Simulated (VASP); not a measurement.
VASP ran on this input.

POSCAR:
```
NiSb
1
    1.9186340468    -3.3231718053     0.0000000000
    1.9186340468     3.3231718053     0.0000000000
    0.0000000000     0.0000000000     4.9774929288
Ni Sb
2 2
Direct
  0.0000000000   0.0000000000   0.5000000000
  0.0000000000   0.0000000000   0.0000000000
  0.3333330000   0.6666670000   0.2500000000
  0.6666670000   0.3333330000   0.7500000000
```

### KPOINTS
```
K-points
0
gamma
  9 9 6
0 0 0
```

### INCAR
```
! general
SYSTEM =NiSb
PREC   =Accurate
ENCUT  =500
LREAL  =.False.
LASPH  =.True.

! electronic loop
EDIFF  =1E-6
NELM   =100
ALGO   =Normal
LMAXMIX=4

! smearing
ISMEAR =1
SIGMA  =0.1

! ions
IBRION =2
NSW    =40
ISIF   =3
EDIFFG =-0.02
PSTRESS=100

! output
LWAVE  =.False.
LCHARG =.False.
```

POTCAR, in this order: Ni Sb (LDA.64 set). Program: vasp_std.

Write an equivalent input for Ansatz.

One equivalent input (not run):
Ansatz 0.2 input:
```yaml
crystal:
  lattice:
    - [1.9186340, -3.3231718, 0.0000000]
    - [1.9186340, 3.3231718, 0.0000000]
    - [0.0000000, 0.0000000, 4.9774929]
  atoms:
    - { symbol: Ni, position: [0.0000000, 0.0000000, 0.5000000] }
    - { symbol: Ni, position: [0.0000000, 0.0000000, 0.0000000] }
    - { symbol: Sb, position: [0.3333330, 0.6666670, 0.2500000] }
    - { symbol: Sb, position: [0.6666670, 0.3333330, 0.7500000] }
kpoints:
  mp_grid: { grid: [9, 9, 6] }
hamiltonian:
  xc: lda
  pseudopotentials: { kind: paw }
scf:
  occupations: { method: methfessel_paxton, width: 0.1 }
  max_iter: 100
relax:
  max_steps: 40
  f_tol: 0.02
  cell: { p_target: 10 }
output: { forces: true, stress: true, eigenvalues: true }
```
The two are equivalent in intent, not identical: each code has its own PAW files, so the cut-off isn't converted (ENCUT is set for VASP's; basis.ecutwfc is left out, and Ansatz then takes the one that its files recommend); Ansatz stops its SCF on the density residual and VASP on the energy change (EDIFF); Ansatz's lda is the Perdew-Wang form, while the LDA potentials of VASP carry Perdew-Zunger's.

The compound is NiSb in the NiAs type structure. This run relaxes it under an external pressure of 10 GPa. Symmetry was kept, so distortions that lower it aren't found.
